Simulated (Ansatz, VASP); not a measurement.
# Cross-check of Zr (Zr strained to the junction's net) between VASP and Ansatz

Wanted: the spread between two codes on one cell, functional and k mesh. The structure shown is the end of the Ansatz relaxation below.

Method: plane waves, with VASP 6.6.1 beside it; single point at PBE, in Ansatz 0.2.0.

## (1) Set-up

It takes space group P6_3/mmc (No. 194, hexagonal). Conventional cell: a = 3.320 Å, b = 3.320 Å, c = 5.069 Å, α = 90.00°, β = 90.00°, γ = 120.00°. Nearest to Zr lie 12 Zr at 3.18 to 3.32 Å.

Coordinates:

```cif
data_structure
_symmetry_space_group_name_H-M 'P 1'
_symmetry_Int_Tables_number 1
_cell_length_a 3.3200
_cell_length_b 3.3200
_cell_length_c 5.0692
_cell_angle_alpha 90.000
_cell_angle_beta 90.000
_cell_angle_gamma 120.000
_cell_volume 48.39
loop_
_atom_site_label
_atom_site_type_symbol
_atom_site_fract_x
_atom_site_fract_y
_atom_site_fract_z
_atom_site_occupancy
Zr1 Zr 0.00000 0.00000 0.00000 1
Zr2 Zr 0.33333 0.66667 0.50000 1
```

## (2) Ansatz: relaxation, PBE

Ansatz runs on its default PAW (the set named soft_2) files.

This run makes the geometry at which the two programs are then compared.

File input.yaml:

```yaml
crystal:
  lattice:
    - [3.32, 0.0, 0.0]
    - [-1.66, 2.8752043406, 0.0]
    - [0.0, 0.0, 5.0691609907]
  atoms:
    - { symbol: Zr, position: [0.0, 0.0, 0.0] }
    - { symbol: Zr, position: [0.3333333333, 0.6666666667, 0.5] }
kpoints:
  mp_grid: { grid: [12, 12, 6] }
scf:
  occupations: { method: fermi_dirac, width: 0.1 }
  max_iter: 150
hamiltonian:
  xc: pbe
relax:
  f_tol: 0.01
  max_steps: 40
  cell: { fix: [a, b, angles] }
```

Started as:

```
$ ansatz run input.yaml --threads 4 --pin off --max-ram 12288MiB --backend cpu --events-out ev --progress --plain --runs-dir out
```

Numbers of over 12 decimals in the logs are rounded to 6 here.

The log of the run:

```text
Engine: ansatz 0.2.0, aarch64-unknown-linux-gnu
Pseudopotentials: kind: paw
Pseudopotential: Zr, paw, valence charge 12, recommended cutoff 420 eV (normal), Zr.paw.azcp
Functional definition: PBE
  parameter kappa = 0.804
  parameter beta = 0.066725
  exchange = pbe_x(kappa = kappa, mu = beta*pi^2/3)
  correlation = pbe_c(beta = beta)
Crystal: 2 atoms, lattice volume = 48.389 Å³
Basis set: ecut = 420 eV, 953 PW (Γ), exchange–correlation on 48×48×72 points (8 copies of the dense FFT grid, shifted against one another)
Bands: 16, of which v1, the nominal top of the filled ones, is band 12 counted from 1 (11 counted from 0)
Symmetry: 24 space group operations
Space group: P63/mmc (ITA 194), of the structure as read, at distance tolerance 3.6e-5 Å
k-points: 76 of 864
Non-local potential: Zr, projectors of the file, l = 0: 3, l = 1: 2, l = 2: 2, l = 3: 2
PAW form: soft (Blöchl's): semilocal exchange-correlation on the pseudo side does not see the compensation charge
PAW one-centre angular grid: Zr, 590 points (default); XC on 64 Gauss nodes
Initial density: superposition of atomic densities (neutral atoms: chi_scale 0, normalization atom), corrected by the library's trained network
Initial wavefunctions: pseudopotential atomic-orbital guess
Functional: x = pbe(κ = 0.804, μ = 0.219515), c = pbe(β = 0.066725)
SCF iter   1: F=—  HF=-8367.672846 eV  |F-HF|=—  |Δ(HF+E_count)|=         —  Δρ=3.14e-3  dr2=2.59e-3  ethr=1.77e-3  ⟨swp⟩=5.0  Hψ=11292  notcnv=0
automatic band count: the SCF goes on with 20 bands, as 16 were too few: the levels above may hold too much charge
preconditioner: auto → none  [metal: Δε(μ)=0.033 eV  Ē_g=4.741 eV  σ=0.100 eV  W_gap=0.08  n_scr=8 (ndim 8)  ℏωp=15.1 eV  f_vac=0.000  D(μ)=2.07/eV (n_scr^D=22)  sad-step TF]
SCF iter   2: F=—  HF=-8367.671549 eV  |F-HF|=—  |Δ(HF+E_count)|=   1.30e-3  Δρ=1.85e-3  dr2=9.63e-4  ethr=1.08e-5  ⟨swp⟩=2.7  Hψ=2913  notcnv=0
SCF iter   3: F=—  HF=-8367.671727 eV  |F-HF|=—  |Δ(HF+E_count)|=   1.78e-4  Δρ=2.97e-4  dr2=1.91e-5  ethr=4.01e-6  ⟨swp⟩=2.8  Hψ=2311  notcnv=0
SCF iter   4: F=—  HF=-8367.671714 eV  |F-HF|=—  |Δ(HF+E_count)|=   1.31e-5  Δρ=7.72e-5  dr2=1.08e-6  ethr=7.97e-8  ⟨swp⟩=2.8  Hψ=2485  notcnv=0
iter 5 did not close the SCF: its close was put off for the readings that it lacked (scf_convergence_deferred on its scf_iter line)
SCF iter   5: F=-8367.671714 eV  HF=-8367.671714 eV  |F-HF|=3.51e-9  |Δ(HF+E_count)|=   8.01e-8  Δρ=1.55e-5  dr2=5.16e-8  ethr=4.52e-9  ⟨swp⟩=2.1  Hψ=1854  notcnv=0
SCF iter   6: F=-8367.671714 eV  HF=-8367.671714 eV  |F-HF|=2.73e-11  |Δ(HF+E_count)|=   5.29e-9  Δρ=1.09e-6  dr2=2.01e-10  ethr=2.15e-10  ⟨swp⟩=2.0  Hψ=4814  notcnv=0
SCF 1 converged in 6 iterations: F = -8367.671714 eV  dr2 = 2.01e-10
  greatest PAW one-centre occupation: 0.996 electrons in one spin orbital (limit 2), on the Zr atom at site 1 (counted from 0), in its partial waves of l = 0
relax step   1: F+E_penalty+E_count = -8367.67171383 eV  Δ(F+E_penalty+E_count) = +0.000e0 eV  max|allowed force component| = 8.905e-17 eV/Å  Δτ_max = 0.0000 Å  P = -2.697 GPa  Ω = 48.389 Å³  fix = [a, b, alpha, beta, gamma]  reactions: a -4.030, b -4.030 GPa  (6 SCF iters, dr2 threshold 1.00e-7 eV, accepted)
Bands: 20, of which v1, the nominal top of the filled ones, is band 12 counted from 1 (11 counted from 0)
Initial density: handed on by an earlier stage of this run
Initial wavefunctions: pseudopotential atomic-orbital guess (no wavefunctions were taken with the density)
iter 1 solved again at ethr=6.12e-8 eV; its pass at ethr=3.10e-3 eV (dr2=1.47e-5 eV) is discarded
SCF iter   1: F=—  HF=-8367.671724 eV  |F-HF|=—  |Δ(HF+E_count)|=         —  Δρ=1.09e-6  dr2=2.30e-10  ethr=6.12e-8  ⟨swp⟩=3.7  Hψ=10390  notcnv=0
eigensolver tolerance schedule: the retry pair's looser diagonalisation over-reported the residual by 63934.37 of it (diagonalisation noise at an unbounded share of the residual, at the tolerance the schedule requests for it); recorded, not acted on — ethr = c·dr2/N_el stays at c = 1.0e-1
preconditioner: auto → none  [metal: Δε(μ)=0.032 eV  Ē_g=4.743 eV  σ=0.100 eV  W_gap=0.08  n_scr=8 (ndim 8)  ℏωp=15.1 eV  f_vac=0.000  D(μ)=2.09/eV (n_scr^D=22)]
SCF iter   2: F=—  HF=-8367.671714 eV  |F-HF|=—  |Δ(HF+E_count)|=   9.93e-6  Δρ=5.26e-7  dr2=3.53e-11  ethr=1.00e-12  ⟨swp⟩=2.8  Hψ=2948  notcnv=0
iter 3 did not close the SCF: its close was put off for the readings that it lacked (scf_convergence_deferred on its scf_iter line)
SCF iter   3: F=-8367.671714 eV  HF=-8367.671714 eV  |F-HF|=5.46e-12  |Δ(HF+E_count)|=  3.09e-11  Δρ=1.23e-7  dr2=2.02e-12  ethr=1.00e-12  ⟨swp⟩=1.0  Hψ=1520  notcnv=0
iter 4 did not close the SCF: its close was put off for the readings that it lacked (scf_convergence_deferred on its scf_iter line)
SCF iter   4: F=-8367.671714 eV  HF=-8367.671714 eV  |F-HF|=3.64e-12  |Δ(HF+E_count)|=  3.64e-12  Δρ=1.65e-8  dr2=6.13e-14  ethr=1.00e-12  ⟨swp⟩=1.0  Hψ=1520  notcnv=0
iter 5 did not close the SCF: its close was put off for the readings that it lacked (scf_convergence_deferred on its scf_iter line)
SCF iter   5: F=-8367.671714 eV  HF=-8367.671714 eV  |F-HF|=0.00e0  |Δ(HF+E_count)|=  1.82e-12  Δρ=1.90e-9  dr2=1.34e-15  ethr=1.00e-12  ⟨swp⟩=1.0  Hψ=1520  notcnv=0
iter 6 did not close the SCF: its close was put off for the readings that it lacked (scf_convergence_deferred on its scf_iter line)
SCF iter   6: F=-8367.671714 eV  HF=-8367.671714 eV  |F-HF|=3.64e-12  |Δ(HF+E_count)|=  1.82e-12  Δρ=2.51e-10  dr2=1.07e-17  ethr=1.00e-12  ⟨swp⟩=1.0  Hψ=1520  notcnv=0
SCF iter   7: F=-8367.671714 eV  HF=-8367.671714 eV  |F-HF|=1.82e-12  |Δ(HF+E_count)|=  1.82e-12  Δρ=8.81e-11  dr2=1.17e-18  ethr=1.00e-12  ⟨swp⟩=2.0  Hψ=3564  notcnv=0
SCF 2 converged in 7 iterations: F = -8367.671714 eV  dr2 = 1.17e-18
relax step   2: F+E_penalty+E_count = -8367.67171383 eV  Δ(F+E_penalty+E_count) = -3.820e-11 eV  max|allowed force component| = 7.055e-17 eV/Å  Δτ_max = 0.0000 Å  P = -2.697 GPa  Ω = 48.389 Å³  fix = [a, b, alpha, beta, gamma]  reactions: a -4.030, b -4.030 GPa  stress off target by 2.90e-2 GPa on what of the cell is left free  SCF on the basis re-selected at this cell (its energy is not comparable with the rows above)  (7 SCF iters)
basis re-selected at this cell: Δ(F+E_penalty+E_count) = -3.820e-11 eV, ΔP = -0.000 GPa vs the last step (what re-selecting the basis moved, of the pressure what is left beyond the Pulay correction that the steps carried, after the strain that the cell walked since its last selection, with what the two solves' SCF thresholds leave and, on support functions, any second-order correction that the steps lacked; it is no  [...]
SCF converged after 7 iterations
Free energy (F): -8367.671714 eV
Harris-Foulkes:  -8367.671714 eV  (|F-HF|=1.82e-12)
Internal energy: -8367.600746 eV  (E = F + TS)
E sigma→0 (E₀):  -8367.636230 eV
Entropy (-TS):   -0.070968 eV (-35.484 meV/atom)
Fermi energy:    13.378621 eV
--- Per-component energies (eV) ---
  E_band       = -209.581590
  E_kinetic    = 663.129998
  E_local      = -1291.614042  (includes V_loc(G=0)·N_el)
  E_nonlocal   = 160.818297
  E_hartree    = 399.637983
  E_xc         = -322.130247
  E_vxc        = -380.248073  (∫ρ·V_xc dr)
  E_paw        = -5908.101121  (= ΣΔE_a)
  E_vpaw       = -160.943785  (= ΣTr[D̂ρ^β])
  E_aug_tail   = 0.000049  (compensation charges beyond the density's cutoff)
  E_ewald      = -2069.341663
  E_smearing   = -0.070968  (= −TS)
  E_closure    = 0.000000  (closes the sum)
  Σ components = -8367.671714   (vs F -8367.671714, Δ=0.00e0)
--- Forces (eV/Å), atoms counted from 1 ---
  atom   1  Zr    -0.00000000     0.00000000     0.00000000
  atom   2  Zr    -0.00000000    -0.00000000    -0.00000000
  max |Σ_I F_I| component: 5.55e-17 eV/Å
--- Stress (GPa, compression-positive) ---
       -4.030495       0.000000       0.000000
        0.000000      -4.030495       0.000000
        0.000000       0.000000      -0.028953
  P = ⅓ Tr σ = -2.6966 GPa (-26.966 kbar)
--- Relaxed structure (1 steps of the walk, 1 accepted, 1 SCFs on fresh bases) ---
  F+E_penalty+E_count = -8367.67171383 eV   max|allowed force component| = 7.055e-17 eV/Å   (the final SCF, on the basis selected at the relaxed cell)
  cell:  # Å, volume = 48.3886 Å³
    - [3.320000, 0.0, 0.0]
    - [-1.660000, 2.875204, 0.0]
    - [0.0, 0.0, 5.0691609907]
  atoms:
    - { symbol: Zr, position: [9.251858539620026e-18, -5.0885221963063406e-17, 0.0] }
    - { symbol: Zr, position: [0.333333, 0.666667, 0.5] }
```

Reading the cycles: dr2 is the Hartree energy of the density residual (eV), the measure of convergence; HF is the Harris–Foulkes estimate of the energy, which meets the free energy F at convergence.

## (3) VASP: single point, PBE

The same cell, functional, mesh and smearing now go to VASP, with its own data sets.

Lines of VASP's logs that name or quote its potential files are left out, and so is its time.

File INCAR:

```
SYSTEM = Zr
PREC = Accurate
ENCUT = 500
EDIFF = 1E-06
NELM = 120
ISMEAR = -1
SIGMA = 0.1
LREAL = .FALSE.
ALGO = Normal
GGA = PE
NBANDS = 18
LASPH = .TRUE.
LORBIT = 11
LWAVE = .FALSE.
LCHARG = .FALSE.
ISIF = 2
GGA_COMPAT = .FALSE.
```

File POSCAR:

```
Zr
1.0
    3.3200000000      0.0000000000      0.0000000000
   -1.6600000000      2.8752043406      0.0000000000
    0.0000000000      0.0000000000      5.0691609907
Zr
2
Direct
    0.0000000000      0.0000000000      0.0000000000
    0.3333333333      0.6666666667      0.5000000000
```

File KPOINTS:

```
Automatic mesh
0
Gamma
12 12 6
0 0 0
```

The projector-augmented-wave data sets are Zr_sv (PBE family, release 64).

Started as:

```
$ mpirun -np 1 vasp_std
```

The log of the run:

```text
[banner, memory and clock lines left out]
running    1 mpi-ranks, on    1 nodes
 distrk:  each k-point on    1 cores,    1 groups
 distr:  one band on    1 cores,    1 groups

 POSCAR found type information on POSCAR Zr
 POSCAR found :  1 types and       2 ions
 LDA part: xc-table for (Slater+PW92), standard interpolation
 POSCAR, INCAR and KPOINTS ok, starting setup
 FFT: planning ... GRIDC
 FFT: planning ... GRID_SOFT
 FFT: planning ... GRID
 WAVECAR not read
 entering main loop
       N       E                     dE             d eps       ncg     rms          rms(c)
DAV:   1     0.210865738614E+03    0.21087E+03   -0.13117E+04  2736   0.129E+03
DAV:   2    -0.462380738005E+01   -0.21549E+03   -0.21224E+03  3238   0.368E+02
DAV:   3    -0.174908281612E+02   -0.12867E+02   -0.12709E+02  4844   0.679E+01
DAV:   4    -0.177973544299E+02   -0.30653E+00   -0.30608E+00  3246   0.105E+01
DAV:   5    -0.178081023615E+02   -0.10748E-01   -0.10735E-01  4132   0.139E+00    0.133E+01
DAV:   6    -0.171630948533E+02    0.64501E+00   -0.10325E+00  2954   0.787E+00    0.511E+00
DAV:   7    -0.170365601613E+02    0.12653E+00   -0.64272E-01  3882   0.541E+00    0.114E+00
DAV:   8    -0.170420134488E+02   -0.54533E-02   -0.41526E-02  3552   0.151E+00    0.289E-01
DAV:   9    -0.170421714483E+02   -0.15800E-03   -0.21497E-03  3368   0.428E-01    0.360E-02
DAV:  10    -0.170421214932E+02    0.49955E-04   -0.58117E-05  3726   0.467E-02    0.254E-02
DAV:  11    -0.170421217359E+02   -0.24266E-06   -0.11580E-05  3108   0.386E-02    0.376E-03
DAV:  12    -0.170421216569E+02    0.78929E-07   -0.48294E-07  1728   0.493E-03
   1 F= -.17042122E+02 E0= -.17006644E+02  d E =-.709544E-01
```

From OUTCAR (step 3):

```text
ion  position               nearest neighbor table
   1  0.000  0.000  0.000-   2 3.18   2 3.18   2 3.18   2 3.18   2 3.18   2 3.18
   2  0.333  0.667  0.500-   1 3.18   1 3.18   1 3.18   1 3.18   1 3.18   1 3.18

  LATTYP: Found a hexagonal cell.
 ALAT       =     3.3200000000
 C/A-ratio  =     1.5268557201

 Subroutine GETGRP returns: Found 24 space group operations
 (whereof 12 operations were pure point group operations)

The static configuration has the point symmetry D_3h.
 The point group associated with its full space group is D_6h.

 Found     76 irreducible k-points:

   k-points           NKPTS =     76   k-points in BZ     NKDIM =     76   number of bands    NBANDS=     18

   dimension x,y,z NGX =    24 NGY =   24 NGZ =   40
   dimension x,y,z NGXF=    48 NGYF=   48 NGZF=   80

   ENCUT  =  500.0 eV  36.75 Ry    6.06 a.u.   6.05  6.05  9.24*2*pi/ulx,y,z

   NELECT =      24.0000    total number of electrons

 k-points in reciprocal lattice and weights: Automatic mesh
   0.00000000  0.00000000  0.00000000       0.001
   0.08333333 -0.00000000  0.00000000       0.007
   0.16666667  0.00000000  0.00000000       0.007
   0.25000000 -0.00000000  0.00000000       0.007
   0.33333333 -0.00000000  0.00000000       0.007
   0.41666667 -0.00000000  0.00000000       0.007
   0.50000000 -0.00000000  0.00000000       0.003
   0.08333333  0.08333333  0.00000000       0.007
   0.16666667  0.08333333  0.00000000       0.014
[...]
0.33333333  0.25000000  0.50000000       0.014
   0.33333333  0.33333333  0.50000000       0.002

 average (electrostatic) potential at core
       1 -75.1725       2 -75.1725

 E-fermi :   8.5583

 k-point     1 :       0.0000    0.0000    0.0000
  band No.  band energies     occupation
    ...
      6     -17.9287      2.00000
      7     -17.9287      2.00000
      8     -17.8846      2.00000
      9       2.9901      2.00000
     10       5.6615      2.00000
     11       9.3505      0.00073
     12       9.3505      0.00073
     13       9.9087      0.00000
     14       9.9484      0.00000
     15      10.1006      0.00000
    ...

 k-point     2 :       0.0833   -0.0000    0.0000
  band No.  band energies     occupation
    ...
      6     -17.9663      2.00000
      7     -17.9325      2.00000
      8     -17.8948      2.00000
      9       3.1705      2.00000
     10       5.8172      2.00000
     11       8.9768      0.03001
     12       9.5154      0.00014
     13       9.5154      0.00014
     14       9.9520      0.00000
     15      10.2013      0.00000
    ...

 k-point     3 :       0.1667    0.0000    0.0000
  band No.  band energies     occupation
    ...
      8     -17.9253      2.00000
      9       3.6812      2.00000
     10       6.2141      2.00000
     11       8.3951      1.67293
     12       8.6425      0.60235
     13       9.6297      0.00004
     14       9.8526      0.00000
     15       9.9990      0.00000
     16      10.0459      0.00000
     17      10.6747      0.00000
    ...

  Total       -1.2073040     -1.2073040      0.0008064      0.0000000      0.0000000     -0.0000000
  in kB      -39.9746191    -39.9746191      0.0267006      0.0000000      0.0000000     -0.0000000
  external PRESSURE =     -26.6408459 kB  Pullay stress =       0.0000000 kB

  energy-cutoff  :      500.00
  volume of cell :       48.39
      direct lattice vectors                 reciprocal lattice vectors
     3.320000000  0.000000000  0.000000000     0.301204819  0.173900683  0.000000000
    -1.660000000  2.875204341  0.000000000     0.000000000  0.347801367  0.000000000
     0.000000000  0.000000000  5.069160991     0.000000000  0.000000000  0.197271304

 POSITION                                       TOTAL-FORCE (eV/Angst)
 -----------------------------------------------------------------------------------
      0.00000      0.00000      0.00000        -0.000000      0.000000      0.000000
     -0.00000      1.91680      2.53458         0.000000     -0.000000      0.000000
 -----------------------------------------------------------------------------------
    total drift:                                0.000000     -0.000000     -0.000000

  FREE ENERGIE OF THE ION-ELECTRON SYSTEM (eV)
  ---------------------------------------------------
  free  energy   TOTEN  =       -17.0421216569 eV

  energy  without entropy=      -16.9711672778  energy(sigma->0) =      -17.00664447

 total charge
# of ion       s       p       d       tot
------------------------------------------
    1        2.227   5.958   1.588   9.774
    2        2.227   5.958   1.588   9.774
--------------------------------------------------
tot          4.455  11.917   3.177  19.548

[... 3 further parts left out ...]
```

The run ends at a pressure of -2.66 GPa.

## (4) Comparison

Known differences besides the potentials themselves: the cutoff is 420 eV in Ansatz and 500 eV in VASP; Ansatz's pressure holds a Pulay correction, VASP's none. Total energies have different zeros and are not compared.

The two programs side by side:

| quantity | Ansatz | VASP | difference |
| --- | --- | --- | --- |
| pressure (GPa) | -2.70 | -2.66 | -0.03 |

## (5) What came out

| Item | Value |
| --- | --- |
| difference in pressure (single point, PBE) | -0.033 GPa |

What this shows: The difference in pressure is -0.033 GPa (single point, PBE), within the 1 GPa picked in this series as the mark of a large difference. How closely two codes agree says nothing of how well the functional describes the real material.

[Lines on the potential files, build, host, timing and source positions are cut from VASP's logs without a mark.]

[Logs are printed without paths, hosts, clocks, repeated set-up lines and the standing remarks that a program may print on its own settings, such as how far it seeks lower states.]

[Hosts, paths, dates, database ids (printed as entryN), source tags and the programs' standing remarks are cut or masked in the printed files.]
